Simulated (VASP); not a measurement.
# HfSi2B4: phonons with PBE

The system is HfSi2B4.

```
Hf Si B
1.0
     3.03987    0.00000    0.00000
    -1.51993    2.63260    0.00000
     0.00000    0.00000    9.71338
Hf Si B
1 2 4
Direct
  0.00000 0.00000 0.00000
  0.00000 0.00000 0.63291
  0.00000 0.00000 0.36709
  0.66667 0.33333 0.18623
  0.33333 0.66667 0.18623
  0.33333 0.66667 0.81377
  0.66667 0.33333 0.81377
```

The cell was built by a generator and needn't be a form met in nature.

```yaml
Program: VASP 6.6.1
Task: phonons
Functional: PBE
Potentials_or_basis: VASP PAW PBE potentials, release 64 (Hf_pv, Si, B)
Cutoff: 520 eV
k_mesh: 12 × 12 × 4
Occupations: gaussian, width 0.1 eV
Spin: no spin polarisation
By_perturbation_theory: no
Further_INCAR_settings: ALGO = Fast; EDIFF = 1e-08; IBRION = 6; POTIM = 0.015; NSW = 1
```

The highest phonon frequency at Γ, LO-TO splitting left out is 904 cm⁻¹ and the most unstable mode is 146i cm⁻¹.

Phonon frequencies in cm⁻¹ (negative: imaginary):
| q point | frequencies |
| --- | --- |
| (0.000, 0.000, 0.000) | -146 -146 -112 -112 0 0 0 200 256 291 291 299 299 351 392 416 439 889 889 904 904 |

Run time: 9 min on 4 MPI ranks on Intel(R) Xeon(R) Platinum 8259CL CPU @ 2.50GHz (Skylake/Cascade Lake) (shared host), peak memory 0.77 GiB a rank.

Caveat: some modes are imaginary. The run has no spin-orbit coupling, so splittings on Hf are missing.
